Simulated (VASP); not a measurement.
The system is P.

```
P
1.0
     4.41442    0.00000    0.00000
    -2.20721    3.82300    0.00000
     0.00000    0.00000    2.70604
P
3
Direct
  0.00000 0.00000 0.00000
  0.33333 0.66667 0.50000
  0.66667 0.33333 0.50000
```

The cell was built by a generator and needn't be a form met in nature.

| Quantity | Value |
| --- | --- |
| Program | VASP 6.6.1 |
| Task | relaxation of cell and atoms |
| Functional | LDA |
| Potentials or basis | VASP PAW LDA potentials, release 64 (P) |
| Cutoff | 600 eV |
| k mesh | 8 × 8 × 12 |
| Occupations | fermi-dirac, width 0.1 eV |
| Spin | no spin polarisation |

At the start: pressure -9.1 GPa; volume 15.22 Å³/atom.

**Question.** How do energy, volume and symmetry change on relaxing?

**Answer.** Over 8 steps the energy falls by 72.2 meV/atom and the volume is 13.70 Å³/atom (-10.0 %); space group P6/mmm (No. 191, to 0.05 Å).

The path:
```
step  energy change (eV)  largest force (eV/Å)  pressure (GPa)  volume (Å³)
   1              0.0000                0.0000           -9.08        45.67
   2             -0.1834                0.0000            2.28        40.19
   3             -0.1846                0.0000            1.27        40.56
   4             -0.2107                0.0000            1.01        40.67
   5             -0.2152                0.0000            1.03        40.72
   6             -0.2153                0.0000            1.01        40.72
   7             -0.2163                0.0000           -0.43        41.28
   8             -0.2165                0.0000            0.00        41.10
```

Final structure:
```
CELL_PARAMETERS angstrom
4.37705 0.00000 0.00000
-2.18853 3.79064 0.00000
0.00000 0.00000 2.47714
ATOMIC_POSITIONS crystal
P 0.00000 0.00000 0.00000
P 0.33333 0.66667 0.50000
P 0.66667 0.33333 0.50000
```
